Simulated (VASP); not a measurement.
Output of a VASP run:

**OSZICAR**
```
...
DAV:  25    -0.363166627189E+02   -0.22582E-05   -0.54639E-06  1056   0.245E-02    0.561E-03
DAV:  26    -0.363166626832E+02    0.35720E-07   -0.95785E-08   528   0.502E-03
   1 F= -.36316663E+02 E0= -.36316663E+02  d E =-.363167E+02
       N       E                     dE             d eps       ncg     rms          rms(c)
DAV:   1    -0.363250084528E+02   -0.83457E-02   -0.13779E-01  1254   0.718E+00    0.659E-01
DAV:   2    -0.363175876818E+02    0.74208E-02   -0.28665E-02  1356   0.352E+00    0.251E-01
DAV:   3    -0.363168030453E+02    0.78464E-03   -0.58724E-04  1396   0.685E-01    0.145E-01
DAV:   4    -0.363164795108E+02    0.32353E-03   -0.61541E-04  1498   0.489E-01    0.167E-02
DAV:   5    -0.363167079330E+02   -0.22842E-03   -0.54800E-04  1056   0.291E-01    0.164E-02
DAV:   6    -0.363167624876E+02   -0.54555E-04   -0.27612E-05  1068   0.491E-02    0.480E-03
DAV:   7    -0.363167576341E+02    0.48535E-05   -0.40150E-06  1110   0.309E-02    0.182E-03
DAV:   8    -0.363167683626E+02   -0.10729E-04   -0.30210E-06   784   0.232E-02    0.367E-03
DAV:   9    -0.363167592137E+02    0.91489E-05   -0.15889E-06   712   0.156E-02    0.454E-04
DAV:  10    -0.363167615951E+02   -0.23814E-05   -0.12517E-07   528   0.472E-03    0.446E-04
DAV:  11    -0.363167612154E+02    0.37968E-06   -0.26223E-08   528   0.208E-03
   2 F= -.36316761E+02 E0= -.36316761E+02  d E =-.985323E-04
       N       E                     dE             d eps       ncg     rms          rms(c)
DAV:   1    -0.363184746346E+02   -0.17130E-02   -0.29287E-02  1254   0.330E+00    0.306E-01
DAV:   2    -0.363170994318E+02    0.13752E-02   -0.62099E-03  1340   0.164E+00    0.115E-01
DAV:   3    -0.363169246550E+02    0.17478E-03   -0.12798E-04  1430   0.304E-01    0.664E-02
DAV:   4    -0.363167478858E+02    0.17677E-03   -0.13512E-04  1506   0.225E-01    0.741E-03
DAV:   5    -0.363168326891E+02   -0.84803E-04   -0.11501E-04  1056   0.131E-01    0.753E-03
DAV:   6    -0.363168364413E+02   -0.37522E-05   -0.50099E-06  1068   0.208E-02    0.247E-03
DAV:   7    -0.363168386597E+02   -0.22184E-05   -0.87484E-07   720   0.140E-02    0.912E-04
DAV:   8    -0.363168350012E+02    0.36585E-05   -0.57858E-07   546   0.155E-02    0.160E-03
DAV:   9    -0.363168377648E+02   -0.27636E-05   -0.16797E-07   528   0.908E-03    0.276E-04
DAV:  10    -0.363168377242E+02    0.40648E-07   -0.55045E-08   528   0.201E-03
   3 F= -.36316838E+02 E0= -.36316838E+02  d E =-.175041E-03
       N       E                     dE             d eps       ncg     rms          rms(c)
DAV:   1    -0.363173848119E+02   -0.54705E-03   -0.87106E-03  1254   0.180E+00    0.166E-01
DAV:   2    -0.363168501604E+02    0.53465E-03   -0.18334E-03  1348   0.892E-01    0.630E-02
DAV:   3    -0.363168022460E+02    0.47914E-04   -0.37224E-05  1428   0.169E-01    0.363E-02
DAV:   4    -0.363168124968E+02   -0.10251E-04   -0.39338E-05  1506   0.123E-01    0.417E-03
DAV:   5    -0.363168172161E+02   -0.47193E-05   -0.34336E-05  1056   0.727E-02    0.410E-03
DAV:   6    -0.363168225241E+02   -0.53080E-05   -0.15491E-06   684   0.119E-02    0.129E-03
DAV:   7    -0.363168208847E+02    0.16394E-05   -0.38845E-07   534   0.515E-03    0.488E-04
DAV:   8    -0.363168238550E+02   -0.29703E-05   -0.16246E-07   528   0.447E-03    0.681E-04
DAV:   9    -0.363168215183E+02    0.23368E-05   -0.51665E-08   528   0.274E-03    0.152E-04
DAV:  10    -0.363168221163E+02   -0.59801E-06   -0.64351E-09   528   0.107E-03
   4 F= -.36316822E+02 E0= -.36316822E+02  d E =-.159433E-03
```

OUTCAR:
```
------------------------ aborting loop because EDIFF is reached ----------------------------------------
  FORCE on cell =-STRESS in cart. coord.  units (eV):
  Direction    XX          YY          ZZ          XY          YZ          ZX
  --------------------------------------------------------------------------------------
  Total       -0.0336615     -0.0336615      0.0254609      0.0000000      0.0000000      0.0000000
  in kB       -1.1338162     -1.1338165      0.8575959      0.0000000      0.0000000      0.0000000
  external PRESSURE =      -0.4700123 kB  Pullay stress =       0.0000000 kB
  volume of cell :       47.57
      direct lattice vectors                 reciprocal lattice vectors
     1.623472910 -2.811938000 -0.000000000     0.307981733 -0.177813309  0.000000000
     1.623472910  2.811938000  0.000000000     0.307981733  0.177813309  0.000000000
     0.000000000  0.000000000  5.209793543    -0.000000000 -0.000000000  0.191946186
  FREE ENERGIE OF THE ION-ELECTRON SYSTEM (eV)
  ---------------------------------------------------
  free  energy   TOTEN  =       -36.3168221163 eV

  energy  without entropy=      -36.3168221163  energy(sigma->0) =      -36.31682212

 reached required accuracy - stopping structural energy minimisation
```
(Selected blocks of OUTCAR.)

POSCAR:
```
ZnO
1
    1.6218615238    -2.8091469972    -0.0000000000
    1.6218615238     2.8091469972     0.0000000000
   -0.0000000000    -0.0000000000     5.2012397891
Zn O
2 2
Direct
  0.6666670000   0.3333330000   0.5001701832
  0.3333330000   0.6666670000   0.0001701832
  0.6666670000   0.3333330000   0.8818298168
  0.3333330000   0.6666670000   0.3818298168
```

Reconstruct the remaining input files.

Several could match; the one computed here: the input of the run itself, r2SCAN meta-GGA, plane waves, VASP's PBE PAW potentials (set 64).

### KPOINTS
```
Regular mesh
0
Gamma
 7 7 4
```

**INCAR**
```
# general
SYSTEM   =  ZnO
PREC     =  Accurate
ENCUT    =  520
LREAL    =  .FALSE.   # projection in real space or not
LASPH    =  .TRUE.   # aspherical one-centre terms

# electronic loop
EDIFF    =  1E-6   # SCF stop (eV)
NELM     =  100   # most electronic steps
ALGO     =  Normal
LMAXMIX  =  4
LMIXTAU  =  .TRUE.

# smearing
ISMEAR   =  0   # Gaussian
SIGMA    =  0.05   # width (eV)

# functional
METAGGA  =  R2SCAN

# ions
IBRION   =  2   # conjugate gradients
NSW      =  60
ISIF     =  3   # ions, shape and volume
EDIFFG   =  -0.02

# output
LWAVE    =  .FALSE.
LCHARG   =  .FALSE.
```

POTCAR, in this order: Zn O (PBE.64 set). Program: vasp_std.

The compound is ZnO in the wurtzite structure. This run relaxes it. Symmetry was kept, so distortions that lower it aren't found. The start is the result of an earlier pass.
